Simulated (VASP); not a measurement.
# MgSiH2O4 (P2/m) in VASP: reference runs

Aim: a first look at MgSiH2O4 with PBE, on the cell as given and on a disturbed one.

All numbers are computed with VASP 6.6.1; they aren't measurements. Logs are shortened: lines on timing, memory, paths and dates and some standing lists are left out, and cuts for length are marked.

## Step 1: The crystal as given

The structure is monoclinic, space group P2/m (No. 10). The conventional cell has a = 4.283 Å, b = 2.856 Å, c = 4.778 Å, α = 90.00°, β = 93.16°, γ = 90.00°. Si (site symmetry 2/m) has 6 O at 1.76 to 1.88 Å as nearest neighbours. Mg (site symmetry 2/m) has 6 O at 2.05 to 2.18 Å as nearest neighbours. Around O (site symmetry m) lie 1 H at 1.21 Å. O (site symmetry m) is surrounded by 1 H at 1.22 Å. H (site symmetry 2/m) has 2 O at 1.21 Å as nearest neighbours. Around H (site symmetry 2/m) lie 2 O at 1.22 Å.

The cell comes from a database or a generator and needn't be the stable form of this composition.

## Step 2: Single point, PBE

INCAR

```
  ALGO = Normal
  EDIFF = 1E-7
  ENCUT = 520
  GGA = PE
  ISIF = 2
  ISMEAR = -1
  LASPH = T
  LCHARG = F
  LREAL = F
  LWAVE = F
  NBANDS = 26
  NELM = 100
  PREC = Accurate
  SIGMA = 0.05
```

KPOINTS

```
k-points
0
Gamma
  6 9 6
```

POSCAR

```
MgSiH2O4
1.0
    4.2826850000      0.0000000000      0.0000000000
    0.0000000000      2.8563250000      0.0000000000
   -0.2636590000      0.0000000000      4.7703820000
Si Mg O H
1 1 4 2
Direct
    0.0000000000      0.0000000000      0.0000000000
    0.5000000000      0.5000000000      0.5000000000
    0.2440220000      0.5000000000      0.8815380000
    0.7559780000      0.5000000000      0.1184620000
    0.2037060000      0.0000000000      0.3300790000
    0.7962940000      0.0000000000      0.6699210000
    0.5000000000      0.5000000000      0.0000000000
    0.0000000000      0.0000000000      0.5000000000
```

Potentials or basis: VASP PAW PBE potentials, release 64 (Si, Mg, O, H).

Run with:

```
$ cat potpaw_PBE.64/Si/POTCAR potpaw_PBE.64/Mg/POTCAR potpaw_PBE.64/O/POTCAR potpaw_PBE.64/H/POTCAR > POTCAR
$ mpirun -np 1 vasp_std > vasp.out
```

OUTCAR:

```text
EDIFF = 1E-7
   ENCUT = 520
   GGA = PE
   ISIF = 2
   ISMEAR = -1
   LASPH = T
   LREAL = F
   NELM = 100
   PREC = Accurate

 ion  position               nearest neighbor table
   1  0.000  0.000  0.000-   5 1.76   6 1.76   3 1.88   4 1.88   3 1.88   4 1.88
   2  0.500  0.500  0.500-   5 2.05   6 2.05   5 2.05   6 2.05   3 2.18   4 2.18
   3  0.244  0.500  0.882-   7 1.21   1 1.88   1 1.88   2 2.18
   4  0.756  0.500  0.118-   7 1.21   1 1.88   1 1.88   2 2.18
   5  0.204  0.000  0.330-   8 1.22   1 1.76   2 2.05   2 2.05
   6  0.796  0.000  0.670-   8 1.22   1 1.76   2 2.05   2 2.05
   7  0.500  0.500  0.000-   3 1.21   4 1.21
   8  0.000  0.000  0.500-   5 1.22   6 1.22

  LATTYP: Found a simple monoclinic cell.
 ALAT       =     4.2826850000
 B/A-ratio  =     0.6669472539
 C/A-ratio  =     1.1155764807
 COS(beta)  =    -0.0551857715

  Lattice vectors:

 A1 = (   4.2826850000,   0.0000000000,   0.0000000000)
 A2 = (   0.0000000000,   2.8563250000,   0.0000000000)
 A3 = (  -0.2636590000,   0.0000000000,   4.7703820000)

Analysis of symmetry for initial positions (statically):
=====================================================================
 Subroutine PRICEL returns:
 Original cell was already a primitive cell.

 Routine SETGRP: Setting up the symmetry group for a
 simple monoclinic supercell.

 Subroutine GETGRP returns: Found  4 space group operations
 (whereof  4 operations were pure point group operations)
 out of a pool of  4 trial point group operations.

The static configuration has the point symmetry C_2h.

Analysis of symmetry for dynamics (positions and initial velocities):
=====================================================================
 Subroutine PRICEL returns:
 Original cell was already a primitive cell.

 Routine SETGRP: Setting up the symmetry group for a
 simple monoclinic supercell.

 Subroutine GETGRP returns: Found  4 space group operations
 (whereof  4 operations were pure point group operations)
 out of a pool of  4 trial point group operations.

The dynamic configuration has the point symmetry C_2h.

 Subroutine INISYM returns: Found  4 space group operations
 (whereof  4 operations are pure point group operations),
 and found     1 'primitive' translations

----------------------------------------------------------------------------------------

                                     Primitive cell

  volume of cell :      58.3548

  direct lattice vectors                    reciprocal lattice vectors
     4.282685000  0.000000000  0.000000000     0.233498378  0.000000000  0.012905455
     0.000000000  2.856325000  0.000000000     0.000000000  0.350100216  0.000000000
    -0.263659000  0.000000000  4.770382000     0.000000000  0.000000000  0.209626818

  length of vectors
     4.282685000  2.856325000  4.777662660     0.233854748  0.350100216  0.209626818

  position of ions in fractional coordinates (direct lattice)
     0.000000000  0.000000000  0.000000000
     0.500000000  0.500000000  0.500000000
     0.244022000  0.500000000  0.881538000
     0.755978000  0.500000000  0.118462000
     0.203706000  0.000000000  0.330079000
     0.796294000  0.000000000  0.669921000
     0.500000000  0.500000000  0.000000000
     0.000000000  0.000000000  0.500000000

  ion indices of the primitive-cell ions
   primitive index   ion index
                 1           1
                 2           2
                 3           3
                 4           4
                 5           5
                 6           6
                 7           7
                 8           8

----------------------------------------------------------------------------------------

 KPOINTS: k-points

Automatic generation of k-mesh.
 Grid dimensions read from file:
 generate k-points for:    6    9    6

 Generating k-lattice:

  Cartesian coordinates                     Fractional coordinates (reciprocal lattice)
     0.038916396  0.000000000  0.002150909     0.166666667  0.000000000 -0.000000000
     0.000000000  0.038900024  0.000000000     0.000000000  0.111111111  0.000000000
     0.000000000  0.000000000  0.034937803     0.000000000  0.000000000  0.166666667

  Length of vectors
     0.038975791  0.038900024  0.034937803

  Shift w.r.t. Gamma in fractional coordinates (k-lattice)
     0.000000000  0.000000000  0.000000000

 Subroutine IBZKPT returns following result:
 ===========================================

 Found    100 irreducible k-points:

 Following reciprocal coordinates:
            Coordinates               Weight
  0.000000  0.000000  0.000000      1.000000
  0.166667  0.000000 -0.000000      2.000000
  0.333333  0.000000  0.000000      2.000000
  0.500000  0.000000 -0.000000      1.000000
  0.000000  0.111111  0.000000      2.000000
  0.166667  0.111111 -0.000000      4.000000
[... 16 lines left out ...]
  0.333333  0.000000  0.166667      2.000000
  0.500000  0.000000  0.166667      2.000000
 [... further k-points ...]
   k-points           NKPTS =    100   k-points in BZ     NKDIM =    100   number of bands    NBANDS=     26
   number of dos      NEDOS =    301   number of ions     NIONS =      8
   total plane-waves  NPLWV =  27648
   dimension x,y,z NGX =    32 NGY =   24 NGZ =   36
   dimension x,y,z NGXF=    64 NGYF=   48 NGZF=   72
   ions per type =               1   1   4   2
   NGX,Y,Z   is equivalent  to a cutoff of  12.42, 13.97, 12.53 a.u.
   NGXF,Y,Z  is equivalent  to a cutoff of  24.84, 27.94, 25.05 a.u.
 SYSTEM =  unknown system
   PREC   = accura    normal or accurate (medium, high low for compatibility)
   ISTART =      0    job   : 0-new  1-cont  2-samecut
   ICHARG =      2    charge: 1-file 2-atom 10-const
   ISPIN  =      1    spin polarized calculation?
   LNONCOLLINEAR =      F non collinear calculations
   LSORBIT =      F    spin-orbit coupling
   LASPH  =      T    aspherical Exc in radial PAW
   ENCUT  =  520.0 eV  38.22 Ry    6.18 a.u.   7.96  5.31  8.88*2*pi/ulx,y,z
   NELM   =    100;   NELMIN=  2; NELMDL= -5     # of ELM steps
   EDIFF  = 0.1E-06   stopping-criterion for ELM
   LREAL  =      F    real-space projection
   EDIFFG = 0.1E-05   stopping-criterion for IOM
   NSW    =      0    number of steps for IOM
   IBRION =     -1    ionic relax: 0-MD 1-quasi-New 2-CG
   NFREE  =      0    steps in history (QN), initial steepest desc. (CG)
   ISIF   =      2    stress and relaxation
   ISYM   =      2    0-nonsym 1-usesym 2-fastsym
   POTIM  = 0.5000    time-step for ionic-motion
   TEBEG  =    0.0;   TEEND  =   0.0 temperature during run
   PSTRESS=    0.0 pullay stress
   NELECT =      32.0000    total number of electrons
   NUPDOWN=      -1.0000    fix difference up-down
   EMIN   =  10.00;   EMAX   =-10.00  energy-range for DOS
   EFERMI =   0.00;   METHOD = LEGACY
   ISMEAR =    -1;   SIGMA  =   0.05  broadening in eV -4-tet -1-fermi 0-gaus
   EFERMI_NEDOS =   21; number of points for ismear=-14 and -15
   IALGO  =     38    algorithm
   IMIX   =      4    mixing-type and parameters
     AMIX     =   0.40;   BMIX     =  1.00
     AMIX_MAG =   1.60;   BMIX_MAG =  1.00
  volume/ion in A,a.u.               =       7.29        49.22
  Fermi-wavevector in a.u.,A,eV,Ry     =   1.339983  2.532200 24.429990  1.795554
  Thomas-Fermi vector in A             =   2.468332
   LORBIT       =      0    0 simple, 1 ext, 2 COOP (PROOUT), +10 PAW based schemes
   GGA     = PE    functional components
   LHFCALC =     F    Hartree Fock is set to
   AEXX    =    0.0000 exact exchange contribution
   IVDW    =     0    specifies the selected vdW correction
   LEPSILON=     F    determine dielectric tensor
   LRPA    =     F    only Hartree local field effects (RPA)
 non-spin polarized calculation
  energy-cutoff  :      520.00
  volume of cell :       58.35
 maximum number of plane-waves:      1587
   NGX = 15   NGY = 11   NGZ = 17

 number of electron      32.0000005 magnetization

 Free energy of the ion-electron system (eV)
  ---------------------------------------------------
  ext. energy  EPLUGINS =         0.00000000
  ---------------------------------------------------
  free energy    TOTEN  =       -49.62635647 eV

  energy without entropy =      -49.62635647  energy(sigma->0) =      -49.62635647

 E-fermi :   5.1457     XC(G=0): -11.2209

 val. band max:        4.1289081025   @ k =   0.0000   0.0000   0.5000
 cond. band min:       9.0576699652   @ k =   0.0000   0.0000   0.0000
 fundamental gap:      4.9287618627
 Fermi energy:         5.1456975799

 k-point     1 :       0.0000    0.0000    0.0000
  band No.  band energies     occupation
      1     -16.2139      2.00000
      2     -13.3132      2.00000
      3     -13.1500      2.00000
      4     -12.7731      2.00000
      5      -4.4350      2.00000
      6      -2.5326      2.00000
[... 18 lines left out ...]
     25      17.8733      0.00000
     26      20.1115      0.00000

 k-point     2 :       0.1667    0.0000   -0.0000
  band No.  band energies     occupation
      1     -16.0853      2.00000
      2     -13.5901      2.00000
      3     -13.0621      2.00000
      4     -12.8250      2.00000
      5      -4.0522      2.00000
      6      -2.6537      2.00000
[... 18 lines left out ...]
     25      17.7308      0.00000
     26      19.8086      0.00000

 k-point     3 :       0.3333    0.0000    0.0000
  band No.  band energies     occupation
      1     -15.7319      2.00000
      2     -14.1726      2.00000
      3     -12.9774      2.00000
      4     -12.8822      2.00000
      5      -3.4549      2.00000
      6      -2.7036      2.00000
[... 572 lines left out ...]
 k-point    23 :       0.3333    0.0000    0.1667
  band No.  band energies     occupation
      1     -15.6511      2.00000
      2     -14.1897      2.00000
      3     -13.3543      2.00000
      4     -12.6125      2.00000
      5      -3.2481      2.00000
      6      -2.7545      2.00000
[... 18 lines left out ...]
     25      18.2972      0.00000
     26      19.2758      0.00000

 k-point    24 :       0.5000    0.0000    0.1667
  band No.  band energies     occupation
      1     -15.3330      2.00000
      2     -14.5823      2.00000
      3     -13.3286      2.00000
      4     -12.6635      2.00000
      5      -3.1709      2.00000
      6      -2.5679      2.00000
[... 18 lines left out ...]
     25      18.4631      0.00000
     26      18.7471      0.00000

 [... further k-points ...]
[... 5 lines left out ...]
  --------------------------------------------------------------------------------------
  -------------------------------------------------------------------------------------
  Total       -0.0262986     -0.1060178     -0.0509005      0.0000000      0.0000000      0.0761189
  in kB       -0.7220478     -2.9107998     -1.3975113      0.0000000      0.0000000      2.0899020
  external PRESSURE =      -1.6767863 kB  Pullay stress =       0.0000000 kB

 VOLUME and BASIS-vectors are now :
 -----------------------------------------------------------------------------
  energy-cutoff  :      520.00
  volume of cell :       58.35
      direct lattice vectors                 reciprocal lattice vectors
     4.282685000  0.000000000  0.000000000     0.233498378  0.000000000  0.012905455
     0.000000000  2.856325000  0.000000000     0.000000000  0.350100216  0.000000000
    -0.263659000  0.000000000  4.770382000     0.000000000  0.000000000  0.209626818

 POSITION                                       TOTAL-FORCE (eV/Angst)
 -----------------------------------------------------------------------------------
      0.00000      0.00000      0.00000        -0.000000      0.000000      0.000000
      2.00951      1.42816      2.38519        -0.000000      0.000000      0.000000
      0.81264      1.42816      4.20527         0.005741     -0.000000     -0.057503
      3.20638      1.42816      0.56511        -0.005741      0.000000      0.057503
      0.78538      0.00000      1.57460         0.043699      0.000000      0.035043
      3.23365      0.00000      3.19578        -0.043699      0.000000     -0.035043
      2.14134      1.42816      0.00000         0.000000      0.000000      0.000000
     -0.13183      0.00000      2.38519         0.000000      0.000000      0.000000
 -----------------------------------------------------------------------------------
    total drift:                                0.000000     -0.000000      0.000000

  FREE ENERGIE OF THE ION-ELECTRON SYSTEM (eV)
  ---------------------------------------------------
  free  energy   TOTEN  =       -49.6263564697 eV

  energy  without entropy=      -49.6263564696  energy(sigma->0) =      -49.62635647
```

Run time: 84 s. Hardware: 1 thread of AMD EPYC 9R45 (Zen 5), shared host; peak memory 0.24 GiB.

What came out:

```
Free energy            : -49.6264 eV
Pressure               : -0.2 GPa
Largest force          : 0.058 eV/Å
Band gap on the k mesh : 4.93 eV, indirect (least direct gap 5.14 eV)
```

Forces on the atoms (eV/Å):
```
Si   0.000  0.000  0.000
Mg   0.000  0.000  0.000
O    0.006  0.000 -0.058
O   -0.006  0.000  0.058
O    0.044  0.000  0.035
O   -0.044  0.000 -0.035
H    0.000  0.000  0.000
H    0.000  0.000  0.000
```

Caveat: an odd mesh through Γ misses points on the zone boundary, where band edges often lie. As with any semilocal functional, this PBE gap is likely too small.

(Continued in part 2 of 2.)
